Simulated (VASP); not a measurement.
Set up this calculation in VASP 6.6.1, as the native input.

- Task: relaxation of cell and atoms
- Functional: RPBE
- Potentials or basis: VASP PAW PBE potentials, release 64 (Ag, B)
- Cutoff: 600 eV
- k mesh: 10 × 10 × 8
- Occupations: fermi-dirac, width 0.05 eV
- Spin: no spin polarisation
- Further INCAR settings: ALGO = Normal; EDIFF = 1e-06; IBRION = 2; EDIFFG = -0.02; NSW = 40; ISIF = 3

The structure of AgB2 lies in POSCAR:

```
AgB2
1.0
    3.0000000000      0.0000000000      0.0000000000
   -1.5000000000      2.5980762114      0.0000000000
    0.0000000000      0.0000000000      3.2400000000
Ag B
1 2
Direct
    0.0000000000      0.0000000000      0.0000000000
    0.6666666667      0.3333333333      0.5000000000
    0.3333333333      0.6666666667      0.5000000000
```

The input as run:

INCAR

```
SYSTEM = AgB2
ALGO = Normal
EDIFF = 1E-6
EDIFFG = -0.02
ENCUT = 600
GGA = RP
IBRION = 2
ISIF = 3
ISMEAR = -1
LASPH = .True.
LCHARG = .False.
LREAL = .False.
LWAVE = .False.
NELM = 80
NSW = 40
PREC = Accurate
SIGMA = 0.05
```

KPOINTS

```
k-points
0
Gamma
  10 10 8
  0 0 0
```

Potentials or basis: VASP PAW PBE potentials, release 64 (Ag, B).

Command:

```sh
$ cat potpaw_PBE.64/Ag/POTCAR potpaw_PBE.64/B/POTCAR > POTCAR
$ mpirun -np 1 vasp_std > vasp.out
```

It gave:

- Relaxed volume: 11.01 Å³/atom
- Relaxed cell: a = 3.036 Å, b = 3.036 Å, c = 4.139 Å, α = 90.00°, β = 90.00°, γ = 120.00°
- Space group after relaxing (to 0.05 Å): P6/mmm (No. 191)
- Energy gained by relaxing: 498.7 meV/atom
- Ionic steps: 10
- Pressure after relaxing: 0.1 GPa
- Band gap on the k mesh: none (metal or under the smearing width)

Caveat: the volume moved by over 15 % at a fixed basis, so the end points are rough; the PAW data sets were made with another functional, which shifts forces and pressure a little.

It took 100 s on 1 thread of Intel(R) Xeon(R) Platinum 8559C (Emerald Rapids) (shared host), peak memory 0.17 GiB.
